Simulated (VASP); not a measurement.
An input for Ansatz (written as the equivalent of a VASP run, and not itself run):

Ansatz 0.2 input:
```yaml
crystal:
  lattice:
    - [4.3864559, 0.0000000, 0.0000000]
    - [0.0000000, 4.3864559, 0.0000000]
    - [0.0000000, 0.0000000, 4.3864559]
  atoms:
    - { symbol: Cs, position: [0.0000000, 0.0000000, 0.0000000] }
    - { symbol: Br, position: [0.5000000, 0.5000000, 0.5000000] }
kpoints:
  mp_grid: { grid: [6, 6, 6] }
hamiltonian:
  xc: pbe
  pseudopotentials: { kind: paw }
scf:
  occupations: { method: gaussian, width: 0.05 }
  max_iter: 100
relax:
  max_steps: 60
  f_tol: 0.01
  cell: {}
output: { forces: true, stress: true, eigenvalues: true }
```

**Question.** Translate this input to VASP (INCAR, KPOINTS, POSCAR, choice of POTCAR).

**Answer.** Several could match; the one computed here: 
### INCAR
```
# general
SYSTEM   =  CsBr
PREC     =  Accurate
ENCUT    =  400
LREAL    =  .FALSE.   # projection in real space or not
LASPH    =  .TRUE.   # aspherical one-centre terms

# electronic loop
EDIFF    =  1E-6   # SCF stop (eV)
NELM     =  100
ALGO     =  Normal   # blocked Davidson
LMAXMIX  =  4   # l cut-off of mixed one-centre charges

# smearing
ISMEAR   =  0
SIGMA    =  0.05   # width (eV)

# functional
GGA      =  PE   # PBE

# ions
IBRION   =  2   # conjugate gradients
NSW      =  60   # most ionic steps
ISIF     =  3   # ions, shape and volume
EDIFFG   =  -0.01

# output
LWAVE    =  .FALSE.
LCHARG   =  .FALSE.
```

File POSCAR:
```
CsBr
1
    4.3864558961    -0.0000000000    -0.0000000000
   -0.0000000000     4.3864558961     0.0000000000
   -0.0000000000     0.0000000000     4.3864558961
Cs Br
1 1
Direct
  0.0000000000   0.0000000000   0.0000000000
  0.5000000000   0.5000000000   0.5000000000
```

**KPOINTS**
```
Automatic mesh
0
Gamma
6 6 6
0 0 0
```

POTCAR, in this order: Cs_sv Br (PBE.64 set). Program: vasp_std.

The two are equivalent in intent, not identical: each code has its own PAW files, so the cut-off isn't converted (ENCUT is set for VASP's; basis.ecutwfc is left out, and Ansatz then takes the one that its files recommend); Ansatz stops its SCF on the density residual and VASP on the energy change (EDIFF).

The compound is CsBr in the CsCl type structure. It was relaxed first, which changed the volume by +7 %. The start is the result of an earlier pass.
